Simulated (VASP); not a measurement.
# FeSi (P2_13) in VASP: a series of runs, part 2 of 2

VASP 6.6.1. Earlier steps stand in the parts before.

**4. Relaxation of cell and atoms, r2SCAN, collinear spin, ferromagnetic start**

This run uses another cell than the first one, of 10.89 Å³/atom, 0.924 times its volume.

File INCAR:

```
SYSTEM = FeSi
PREC = Accurate
ENCUT = 600
EDIFF = 1E-7
ISMEAR = 0
SIGMA = 0.03
LREAL = .False.
LASPH = .True.
NELM = 150
ALGO = Normal
ISIF = 3
LWAVE = .False.
LCHARG = .False.
ISPIN = 2
MAGMOM = 2.5 2.5 2.5 2.5 0 0 0 0
LORBIT = 11
LMAXMIX = 4
METAGGA = R2SCAN
LMIXTAU = .True.
IBRION = 2
NSW = 90
EDIFFG = -0.005
AMIX = 0.2
BMIX = 1E-4
AMIX_MAG = 0.8
BMIX_MAG = 1E-4
KPAR = 4
```

File KPOINTS:

```
regular mesh
0
Gamma
  8 8 8
  0 0 0
```

File POSCAR:

```
FeSi                                    
1.0
    4.4327933866     -0.0000000000      0.0000000000
   -0.0000000000      4.4327933866      0.0000000000
   -0.0000000000      0.0000000000      4.4327933866
  Fe              Si            
     4     4
Direct
     0.1393483097551390    0.1393483097551390    0.1393483097551390
     0.3606516902448610    0.8606516902448611    0.6393483097551389
     0.6393483097551389    0.3606516902448610    0.8606516902448611
     0.8606516902448611    0.6393483097551389    0.3606516902448610
     0.8449015697206161    0.8449015697206161    0.8449015697206161
     0.6550984302793839    0.1550984302793839    0.3449015697206162
     0.3449015697206162    0.6550984302793839    0.1550984302793839
     0.1550984302793839    0.3449015697206162    0.6550984302793839
```

Potentials or basis: VASP PAW PBE potentials, release 64 (Fe, Si).

The run is started by

```bash
$ cat potpaw_PBE.64/Fe/POTCAR potpaw_PBE.64/Si/POTCAR > POTCAR
$ mpirun -np 4 vasp_std > vasp.out
```

OUTCAR:

```text
SYSTEM = FeSi
   PREC = Accurate
   ENCUT = 600
   EDIFF = 1E-7
   ISMEAR = 0
   LREAL = .False.
   LASPH = .True.
   NELM = 150
   ISIF = 3
   ISPIN = 2
   LORBIT = 11
   METAGGA = R2SCAN
   IBRION = 2
   NSW = 90
   EDIFFG = -0.005
   AMIX = 0.2
   AMIX_MAG = 0.8

 ion  position               nearest neighbor table
   1  0.139  0.139  0.139-   5 2.26   6 2.33   7 2.33   8 2.33   7 2.46   8 2.46   6 2.46   3 2.72
                             4 2.72   2 2.72   2 2.72   4 2.72   3 2.72
   2  0.361  0.861  0.639-   6 2.26   8 2.33   7 2.33   5 2.33   5 2.46   8 2.46   7 2.46   1 2.72
                             3 2.72   4 2.72   1 2.72   4 2.72   3 2.72
   3  0.639  0.361  0.861-   7 2.26   6 2.33   8 2.33   5 2.33   5 2.46   6 2.46   8 2.46   1 2.72
                             2 2.72   4 2.72   1 2.72   2 2.72   4 2.72
   4  0.861  0.639  0.361-   8 2.26   7 2.33   6 2.33   5 2.33   5 2.46   7 2.46   6 2.46   1 2.72
                             2 2.72   3 2.72   1 2.72   2 2.72   3 2.72
   5  0.845  0.845  0.845-   1 2.26   2 2.33   3 2.33   4 2.33   3 2.46   4 2.46   2 2.46   6 2.74
                             7 2.74   8 2.74   6 2.74   8 2.74   7 2.74
   6  0.655  0.155  0.345-   2 2.26   3 2.33   4 2.33   1 2.33   1 2.46   3 2.46   4 2.46   8 2.74
                             5 2.74   5 2.74   7 2.74   7 2.74   8 2.74
   7  0.345  0.655  0.155-   3 2.26   4 2.33   2 2.33   1 2.33   1 2.46   4 2.46   2 2.46   8 2.74
                             5 2.74   8 2.74   6 2.74   6 2.74   5 2.74
   8  0.155  0.345  0.655-   4 2.26   2 2.33   3 2.33   1 2.33   1 2.46   2 2.46   3 2.46   7 2.74
                             5 2.74   7 2.74   5 2.74   6 2.74   6 2.74

  LATTYP: Found a simple cubic cell.
 ALAT       =     4.4327933866

  Lattice vectors:

 A1 = (   4.4327933866,   0.0000000000,   0.0000000000)
 A2 = (   0.0000000000,   4.4327933866,   0.0000000000)
 A3 = (   0.0000000000,   0.0000000000,   4.4327933866)

Analysis of symmetry for initial positions (statically):
=====================================================================
 Subroutine PRICEL returns:
 Original cell was already a primitive cell.

 Routine SETGRP: Setting up the symmetry group for a
 simple cubic supercell.
[... 1159 lines left out ...]
      4       1.4149      1.00000
      5       4.3769      1.00000
      6       4.3769      1.00000
[... 877 lines left out ...]
     33      14.6416      0.00000
     34      15.3317      0.00000

 [... further k-points ...]

------------------------ aborting loop because EDIFF is reached ----------------------------------------

  FORCE on cell =-STRESS in cart. coord.  units (eV):
  Direction    XX          YY          ZZ          XY          YZ          ZX
  --------------------------------------------------------------------------------------
  -------------------------------------------------------------------------------------
  Total       -0.0182993     -0.0182993     -0.0182993      0.0000000      0.0000000     -0.0000000
  in kB       -0.3365273     -0.3365273     -0.3365273      0.0000000      0.0000000     -0.0000000
  external PRESSURE =      -0.3365273 kB  Pullay stress =       0.0000000 kB

 VOLUME and BASIS-vectors are now :
 -----------------------------------------------------------------------------
  energy-cutoff  :      600.00
  volume of cell :       87.12
      direct lattice vectors                 reciprocal lattice vectors
     4.433104021  0.000000000  0.000000000     0.225575578 -0.000000000  0.000000000
     0.000000000  4.433104021  0.000000000    -0.000000000  0.225575578 -0.000000000
    -0.000000000  0.000000000  4.433104021     0.000000000 -0.000000000  0.225575578

 POSITION                                       TOTAL-FORCE (eV/Angst)
 -----------------------------------------------------------------------------------
      0.61767      0.61767      0.61767        -0.000529     -0.000529     -0.000529
      1.59888      3.81543      2.83422         0.000529      0.000529     -0.000529
      2.83422      1.59888      3.81543        -0.000529      0.000529      0.000529
      3.81543      2.83422      1.59888         0.000529     -0.000529      0.000529
      3.74573      3.74573      3.74573         0.000377      0.000377      0.000377
      2.90393      0.68738      1.52918        -0.000377     -0.000377      0.000377
      1.52918      2.90393      0.68738         0.000377     -0.000377     -0.000377
      0.68738      1.52918      2.90393        -0.000377      0.000377     -0.000377
 -----------------------------------------------------------------------------------
    total drift:                                0.000000     -0.000000     -0.000000

  FREE ENERGIE OF THE ION-ELECTRON SYSTEM (eV)
  ---------------------------------------------------
  free  energy   TOTEN  =       -94.7897687264 eV

  energy  without entropy=      -94.7871160836  energy(sigma->0) =      -94.78844240

 reached required accuracy - stopping structural energy minimisation

 total charge

# of ion       s       p       d       tot
------------------------------------------
    1        0.454   0.681   6.549   7.683
    2        0.454   0.681   6.549   7.683
    3        0.454   0.681   6.549   7.683
    4        0.454   0.681   6.549   7.683
    5        0.722   0.921   0.000   1.643
    6        0.722   0.921   0.000   1.643
    7        0.722   0.921   0.000   1.643
    8        0.722   0.921   0.000   1.643
--------------------------------------------------
tot          4.703   6.410  26.194  37.307

 magnetization (x)

# of ion       s       p       d       tot
------------------------------------------
    1        0.003  -0.008   1.215   1.210
    2        0.003  -0.008   1.215   1.210
    3        0.003  -0.008   1.215   1.210
    4        0.003  -0.008   1.215   1.210
    5       -0.017  -0.053   0.000  -0.070
    6       -0.017  -0.053   0.000  -0.070
    7       -0.017  -0.053   0.000  -0.070
    8       -0.017  -0.053   0.000  -0.070
--------------------------------------------------
tot         -0.055  -0.245   4.860   4.559
```

OSZICAR:

```text
N       E                     dE             d eps       ncg     rms          rms(c)
DAV:   1     0.348856876605E+03    0.34886E+03   -0.22706E+04  6120   0.183E+03
DAV:   2    -0.703745162490E+02   -0.41923E+03   -0.40301E+03  6120   0.401E+02
[... 19 lines left out ...]
DAV:   2    -0.947897710893E+02    0.14566E-04   -0.77934E-05  8696   0.122E-01    0.109E-02
DAV:   3    -0.947897702391E+02    0.85019E-06   -0.29495E-06  8976   0.202E-02    0.810E-03
DAV:   4    -0.947897692560E+02    0.98304E-06   -0.87183E-07  7102   0.466E-03    0.435E-03
DAV:   5    -0.947897689040E+02    0.35205E-06   -0.25169E-07  3928   0.591E-03    0.108E-03
DAV:   6    -0.947897687725E+02    0.13147E-06   -0.83298E-08  3304   0.316E-03    0.835E-04
DAV:   7    -0.947897687264E+02    0.46087E-07   -0.21761E-08  3216   0.139E-03
   2 F= -.94789769E+02 E0= -.94788442E+02  d E =-.415518E-05  mag=     4.1827
```

CONTCAR:

```text
FeSi
   1.00000000000000
     4.4331040214306139    0.0000000000000000    0.0000000000000000
     0.0000000000000000    4.4331040214306139    0.0000000000000000
    -0.0000000000000000    0.0000000000000000    4.4331040214306139
  Fe              Si
     4     4
Direct
     0.1393312097815038    0.1393312097815038    0.1393312097815038
     0.3606687902184962    0.8606687902185034    0.6393312097814966
     0.6393312097814966    0.3606687902184962    0.8606687902185034
     0.8606687902185034    0.6393312097814966    0.3606687902184962
     0.8449447411234698    0.8449447411234698    0.8449447411234698
     0.6550552588765302    0.1550552588765301    0.3449447411234698
     0.3449447411234698    0.6550552588765302    0.1550552588765301
     0.1550552588765301    0.3449447411234698    0.6550552588765302

  0.00000000E+00  0.00000000E+00  0.00000000E+00
  0.00000000E+00  0.00000000E+00  0.00000000E+00
  0.00000000E+00  0.00000000E+00  0.00000000E+00
  0.00000000E+00  0.00000000E+00  0.00000000E+00
  0.00000000E+00  0.00000000E+00  0.00000000E+00
  0.00000000E+00  0.00000000E+00  0.00000000E+00
  0.00000000E+00  0.00000000E+00  0.00000000E+00
  0.00000000E+00  0.00000000E+00  0.00000000E+00
```

It took 4.5 min on 4 MPI ranks of Intel Xeon Platinum 8375C at 2.90GHz (Ice Lake), shared host; peak memory 0.42 GiB.

What came out:

| Item | Value |
| --- | --- |
| Free energy | -94.7898 eV |
| Relaxed volume | 10.89 Å³/atom |
| Relaxed cell | a = 4.433 Å, b = 4.433 Å, c = 4.433 Å, α = 90.00°, β = 90.00°, γ = 90.00° |
| Space group after relaxing (to 0.05 Å) | P2_13 (No. 198) |
| Energy gained by relaxing | 0.0 meV/atom |
| Ionic steps | 2 |
| Pressure after relaxing | 0.0 GPa |
| Band gap on the k mesh | none (metal or under the smearing width) |
| Net moment | 4.18 μB per cell |
| Site moments | Fe +1.21; Si -0.07 μB |
| Valence electrons inside the program's atomic spheres | Fe 7.68; Si 1.64 |

Final structure:
```
CELL_PARAMETERS angstrom
4.43310 0.00000 0.00000
0.00000 4.43310 0.00000
0.00000 0.00000 4.43310
ATOMIC_POSITIONS crystal
Fe 0.13933 0.13933 0.13933
Fe 0.36067 0.86067 0.63933
Fe 0.63933 0.36067 0.86067
Fe 0.86067 0.63933 0.36067
Si 0.84494 0.84494 0.84494
Si 0.65506 0.15506 0.34494
Si 0.34494 0.65506 0.15506
Si 0.15506 0.34494 0.65506
```

Levels at points of the mesh, in eV from the Fermi level:
Spin up:
```csv
k point,band 23,band 24,band 25,band 26,band 27,band 28,band 29,band 30
"(0.00, 0.00, 0.00)",-1.17,-1.17,-0.28,-0.28,-0.28,2.86,2.86,2.86
"(0.50, 0.00, 0.00)",-0.99,-0.99,-0.76,-0.76,0.98,0.98,1.58,1.58
"(0.50, 0.50, 0.00)",-1.40,-1.40,-0.21,-0.21,0.47,0.47,2.34,2.34
"(0.50, 0.50, 0.50)",-1.46,-1.46,-0.50,-0.50,-0.50,-0.50,5.97,5.97
```
Spin down:
```
           k point  band 19  band 20  band 21  band 22  band 23  band 24  band 25  band 26
(0.00, 0.00, 0.00)    -1.94     0.15     0.15     0.15     0.44     0.44     1.56     1.56
(0.50, 0.00, 0.00)    -0.88    -0.88     0.04     0.04     0.42     0.42     1.07     1.07
(0.50, 0.50, 0.00)    -0.81    -0.81    -0.74    -0.74     0.10     0.10     1.41     1.41
(0.50, 0.50, 0.50)    -0.36    -0.36    -0.34    -0.34    -0.34    -0.34     1.31     1.31
```

Caveat: the PAW data sets were made with another functional, which shifts forces and pressure a little.
